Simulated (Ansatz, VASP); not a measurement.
TaRu in VASP and in Ansatz

```xyz
2
Lattice="3.1788 0.0000 0.0000 0.0000 3.1788 0.0000 0.0000 0.0000 3.1788" Properties=species:S:1:pos:R:3 pbc="T T T"
Ta    1.5894    1.5894    1.5894
Ru    0.0000    0.0000    0.0000
```

The cell comes from a database or a generator and needn't be the stable form of this composition.

Alike in both runs: task single point; functional LDA; k mesh 11 × 11 × 11; occupations fermi-dirac, width 0.05 eV; no spin polarisation.

|  | VASP | Ansatz |
| --- | --- | --- |
| version | VASP 6.6.1 | Ansatz 0.2.0 |
| potentials or method | VASP PAW LDA potentials, release 64 (Ta_pv, Ru_pv), cutoff 520 eV | all-electron LAPW, scalar-relativistic |

```tsv
	VASP	Ansatz	Ansatz less VASP
pressure (GPa)	-13.7	-14.4	-0.69
```

Ansatz ran all-electron here, so the differences hold the error of VASP's frozen core and of both bases.

The runs have no spin-orbit coupling, so splittings on Ta are missing.
